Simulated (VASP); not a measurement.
OSZICAR of a VASP run on Ga$_{31}$P$_{32}$Si:

### OSZICAR
```
       N       E                     dE             d eps       ncg     rms          rms(c)
DAV:   1     0.149734688615E+04    0.14973E+04   -0.96805E+04   644   0.114E+03
DAV:   2    -0.109210653013E+03   -0.16066E+04   -0.15271E+04   815   0.213E+02
DAV:   3    -0.291401980497E+03   -0.18219E+03   -0.17867E+03   792   0.711E+01
DAV:   4    -0.297044544968E+03   -0.56426E+01   -0.55914E+01   752   0.142E+01
DAV:   5    -0.297222799599E+03   -0.17825E+00   -0.17741E+00   792   0.261E+00    0.279E+01
RMM:   6    -0.288936204870E+03    0.82866E+01   -0.14104E+01   644   0.527E+00    0.166E+01
RMM:   7    -0.288053973957E+03    0.88223E+00   -0.17956E+01   644   0.581E+00    0.568E+00
RMM:   8    -0.287854192565E+03    0.19978E+00   -0.12963E+00   650   0.238E+00    0.373E+00
RMM:   9    -0.287804945762E+03    0.49247E-01   -0.11814E+00   644   0.168E+00    0.107E+00
RMM:  10    -0.287770417832E+03    0.34528E-01   -0.13950E-01   645   0.745E-01    0.337E-01
RMM:  11    -0.287775839373E+03   -0.54215E-02   -0.27849E-02   647   0.307E-01    0.257E-01
RMM:  12    -0.287775345397E+03    0.49398E-03   -0.62181E-03   644   0.155E-01    0.617E-02
RMM:  13    -0.287775682907E+03   -0.33751E-03   -0.34873E-03   646   0.965E-02    0.115E-01
RMM:  14    -0.287775591556E+03    0.91350E-04   -0.46309E-04   668   0.450E-02    0.582E-02
RMM:  15    -0.287775582296E+03    0.92601E-05   -0.29673E-04   652   0.273E-02    0.823E-03
RMM:  16    -0.287775589560E+03   -0.72639E-05   -0.56635E-05   510   0.132E-02
   1 F= -.28777559E+03 E0= -.28777547E+03  d E =-.287776E+03  mag=     1.0000
       N       E                     dE             d eps       ncg     rms          rms(c)
DAV:   1    -0.287842839643E+03   -0.67257E-01   -0.28740E+00   712   0.286E+00    0.103E+00
RMM:   2    -0.287860408491E+03   -0.17569E-01   -0.20136E-01   644   0.913E-01    0.283E-01
RMM:   3    -0.287863260187E+03   -0.28517E-02   -0.35468E-02   653   0.404E-01    0.179E-01
RMM:   4    -0.287863668860E+03   -0.40867E-03   -0.69231E-03   725   0.178E-01    0.173E-01
RMM:   5    -0.287863513972E+03    0.15489E-03   -0.13899E-03   646   0.764E-02    0.524E-02
RMM:   6    -0.287863568071E+03   -0.54099E-04   -0.51619E-04   652   0.428E-02    0.298E-02
RMM:   7    -0.287863565554E+03    0.25166E-05   -0.89533E-05   573   0.188E-02
   2 F= -.28786357E+03 E0= -.28786323E+03  d E =-.879760E-01  mag=     1.0000
       N       E                     dE             d eps       ncg     rms          rms(c)
DAV:   1    -0.287869001019E+03   -0.54329E-02   -0.68519E-01   696   0.140E+00    0.494E-01
RMM:   2    -0.287873128491E+03   -0.41275E-02   -0.47829E-02   644   0.448E-01    0.135E-01
RMM:   3    -0.287873768693E+03   -0.64020E-03   -0.83142E-03   654   0.198E-01    0.892E-02
RMM:   4    -0.287873856046E+03   -0.87354E-04   -0.15908E-03   720   0.868E-02    0.824E-02
RMM:   5    -0.287873823811E+03    0.32236E-04   -0.33810E-04   640   0.378E-02    0.217E-02
RMM:   6    -0.287873836062E+03   -0.12252E-04   -0.11209E-04   599   0.205E-02    0.134E-02
RMM:   7    -0.287873836010E+03    0.52250E-07   -0.20228E-05   410   0.896E-03
   3 F= -.28787384E+03 E0= -.28787328E+03  d E =-.982464E-01  mag=     1.0000
       N       E                     dE             d eps       ncg     rms          rms(c)
DAV:   1    -0.287884651995E+03   -0.10816E-01   -0.49421E-01   676   0.119E+00    0.432E-01
RMM:   2    -0.287887461590E+03   -0.28096E-02   -0.33650E-02   644   0.380E-01    0.114E-01
RMM:   3    -0.287887918350E+03   -0.45676E-03   -0.63769E-03   655   0.168E-01    0.821E-02
RMM:   4    -0.287887985594E+03   -0.67245E-04   -0.12303E-03   712   0.727E-02    0.747E-02
RMM:   5    -0.287887953909E+03    0.31685E-04   -0.23190E-04   642   0.318E-02    0.210E-02
RMM:   6    -0.287887962932E+03   -0.90225E-05   -0.91019E-05   583   0.180E-02
   4 F= -.28788796E+03 E0= -.28788697E+03  d E =-.141269E-01  mag=     1.0000
       N       E                     dE             d eps       ncg     rms          rms(c)
DAV:   1    -0.287889089429E+03   -0.11355E-02   -0.32361E-01   680   0.964E-01    0.356E-01
RMM:   2    -0.287890960483E+03   -0.18711E-02   -0.22449E-02   644   0.308E-01    0.951E-02
RMM:   3    -0.287891280926E+03   -0.32044E-03   -0.43189E-03   655   0.137E-01    0.674E-02
RMM:   4    -0.287891327825E+03   -0.46899E-04   -0.81860E-04   710   0.596E-02    0.604E-02
RMM:   5    -0.287891309121E+03    0.18704E-04   -0.16595E-04   631   0.266E-02    0.177E-02
RMM:   6    -0.287891315282E+03   -0.61603E-05   -0.57993E-05   531   0.146E-02
   5 F= -.28789132E+03 E0= -.28788979E+03  d E =-.174793E-01  mag=     1.0000
       N       E                     dE             d eps       ncg     rms          rms(c)
DAV:   1    -0.287896064803E+03   -0.47557E-02   -0.16842E-01   646   0.754E-01    0.243E-01
RMM:   2    -0.287896930654E+03   -0.86585E-03   -0.10740E-02   644   0.227E-01    0.668E-02
RMM:   3    -0.287897114640E+03   -0.18399E-03   -0.21424E-03   676   0.102E-01    0.554E-02
RMM:   4    -0.287897123194E+03   -0.85545E-05   -0.32700E-04   688   0.418E-02    0.421E-02
RMM:   5    -0.287897116383E+03    0.68117E-05   -0.12761E-04   649   0.220E-02    0.111E-02
RMM:   6    -0.287897117191E+03   -0.80838E-06   -0.22387E-05   411   0.107E-02
   6 F= -.28789712E+03 E0= -.28789532E+03  d E =-.580191E-02  mag=     1.0000
       N       E                     dE             d eps       ncg     rms          rms(c)
DAV:   1    -0.287897486324E+03   -0.36994E-03   -0.17579E-01   692   0.771E-01    0.250E-01
RMM:   2    -0.287898409360E+03   -0.92304E-03   -0.11388E-02   644   0.233E-01    0.689E-02
RMM:   3    -0.287898607004E+03   -0.19764E-03   -0.22731E-03   679   0.105E-01    0.580E-02
RMM:   4    -0.287898615401E+03   -0.83967E-05   -0.33822E-04   683   0.427E-02    0.443E-02
RMM:   5    -0.287898608002E+03    0.73987E-05   -0.13734E-04   649   0.227E-02    0.117E-02
RMM:   6    -0.287898608825E+03   -0.82310E-06   -0.23815E-05   415   0.110E-02
   7 F= -.28789861E+03 E0= -.28789648E+03  d E =-.729354E-02  mag=     1.0000
       N       E                     dE             d eps       ncg     rms          rms(c)
DAV:   1    -0.287901006092E+03   -0.23981E-02   -0.15945E-01   660   0.742E-01    0.222E-01
RMM:   2    -0.287901747006E+03   -0.74091E-03   -0.91046E-03   644   0.215E-01    0.614E-02
RMM:   3    -0.287901910980E+03   -0.16397E-03   -0.18175E-03   672   0.959E-02    0.520E-02
RMM:   4    -0.287901917977E+03   -0.69964E-05   -0.25830E-04   681   0.393E-02    0.384E-02
RMM:   5    -0.287901914606E+03    0.33705E-05   -0.10743E-04   648   0.207E-02    0.110E-02
RMM:   6    -0.287901916320E+03   -0.17135E-05   -0.20578E-05   405   0.103E-02
   8 F= -.28790192E+03 E0= -.28789994E+03  d E =-.330749E-02  mag=     1.0000
       N       E                     dE             d eps       ncg     rms          rms(c)
DAV:   1    -0.287902017290E+03   -0.10268E-03   -0.17232E-02   728   0.245E-01    0.746E-02
RMM:   2    -0.287902101786E+03   -0.84496E-04   -0.10407E-03   644   0.719E-02    0.211E-02
RMM:   3    -0.287902123087E+03   -0.21302E-04   -0.22177E-04   683   0.326E-02    0.187E-02
RMM:   4    -0.287902123613E+03   -0.52537E-06   -0.27320E-05   415   0.130E-02
   9 F= -.28790212E+03 E0= -.28790020E+03  d E =-.351479E-02  mag=     1.0000
       N       E                     dE             d eps       ncg     rms          rms(c)
DAV:   1    -0.287902919933E+03   -0.79685E-03   -0.75585E-02   662   0.499E-01    0.174E-01
RMM:   2    -0.287903395317E+03   -0.47538E-03   -0.56414E-03   644   0.164E-01    0.452E-02
RMM:   3    -0.287903475733E+03   -0.80417E-04   -0.99431E-04   664   0.714E-02    0.351E-02
RMM:   4    -0.287903477579E+03   -0.18461E-05   -0.15947E-04   683   0.300E-02    0.260E-02
RMM:   5    -0.287903474845E+03    0.27345E-05   -0.49365E-05   548   0.147E-02
  10 F= -.28790347E+03 E0= -.28790175E+03  d E =-.135123E-02  mag=     1.0000
```

Problem. Which electronic solver shows in the log?

Solution. It is blocked Davidson (ALGO = Normal, or the opening steps of other solvers) and then RMM-DIIS (ALGO = Fast or VeryFast). The INCAR had ALGO = Fast.

Problem. How was spin treated?

Solution. Collinear spin (ISPIN = 2): the summary line carries one mag value, 1.00 μB in the cell.

Problem. Can the final energy be trusted as converged?

Solution. The calculation finished and met its thresholds. It stopped with EDIFF = 1E-5, NELM = 100, NSW = 60 and EDIFFG = -0.03 after 10 ionic steps (PBE GGA, plane waves, VASP's PBE PAW potentials (set 64)). The supercell is sampled at Γ alone, which is coarse: total energies, pressure and levels can be off, energies of defects by several tenths of an eV.

The cell is a supercell with a defect, built from GaP (zinc blende): Si_Ga. The total moment is imposed (NUPDOWN), so this need not be the lowest spin state.
